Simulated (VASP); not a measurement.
Input:

```yaml
crystal:
  lattice:
    - [0.00000, 3.59409, 3.59409]
    - [3.59409, 0.00000, 3.59409]
    - [3.59409, 3.59409, 0.00000]
  atoms:
    - { symbol: K, position: [0.00000, 0.00000, 0.00000] }
    - { symbol: I, position: [0.50000, 0.50000, 0.50000] }
```

Level of theory: PBE GGA, VASP's PBE PAW potentials (set 64) (plane waves; VASP). Numerical set-up: 480 eV cut-off, 6×6×6 Γ-centred mesh, Gaussian smearing of 0.050 eV, potentials K_sv I.

Unless said otherwise, spin-orbit coupling is left out, though it shifts the bands of the heavy elements here.

**Question.** Estimate the energy per atom (σ→0), band gap (on the k-mesh) with the smallest direct gap where there is one.

**Answer.** 
| Quantity | Value |
|---|---|
| band gap (on the k-mesh) | 3.85 eV |
| smallest direct gap (on the k-mesh) | 3.85 eV |
| energy per atom (σ→0) | -2.783 eV/atom |

Total energies compare only between runs with the same potentials, cut-off and functional.

The compound is KI in the rock salt structure. It was relaxed first, which changed the volume by +5 %. The start is the result of an earlier pass.
